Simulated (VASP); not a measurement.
Computed with rev-vdW-DF2, VASP's PBE PAW potentials (set 64) (plane waves; VASP).

The input files of a VASP run:

File KPOINTS:
```
kpoints
0
G
  7 7 4
0 0 0
```

INCAR:
```
SYSTEM = ZrS2
PREC = Accurate; ENCUT = 520; LREAL = .False.
LASPH = .True.
EDIFF = 1E-7; NELM = 100; ALGO = Normal
LMAXMIX = 4
ISMEAR = 0; SIGMA = 0.05
GGA = MK; LUSE_VDW = .True.; AGGAC = 0.0
PARAM1 = 0.1234568; PARAM2 = 0.7114; ZAB_VDW = -1.8867
IBRION = 2; NSW = 30; ISIF = 4
EDIFFG = -0.01
LWAVE = .False.; LCHARG = .False.
```

POSCAR:
```
ZrS2
1
    1.7919920549    -3.1038213076     0.0000000000
    1.7919920549     3.1038213076     0.0000000000
    0.0000000000     0.0000000000     5.7062454149
Zr S
1 2
Direct
  0.0000000000   0.0000000000   0.0000000000
  0.3333330000   0.6666670000   0.2501268515
  0.6666670000   0.3333330000   0.7498731485
```

POTCAR, in this order: Zr_sv S (PBE.64 set). Program: vasp_std.

**Question.** What will the output report for the number of irreducible k-points (NKPTS), largest plane-wave count, number of space-group operations, FFT grid (NGX, NGY, NGZ)?

**Answer.** 
```yaml
number of irreducible k-points (NKPTS): 28
largest_plane_wave_count: 1731
number_of_space_group_operations: 12
FFT grid (NGX, NGY, NGZ): 28 × 28 × 42
```

The compound is ZrS2 in the 1T layered structure. This cell is one point of a volume scan, at 0.94 of the reference volume. Symmetry was kept, so distortions that lower it aren't found.
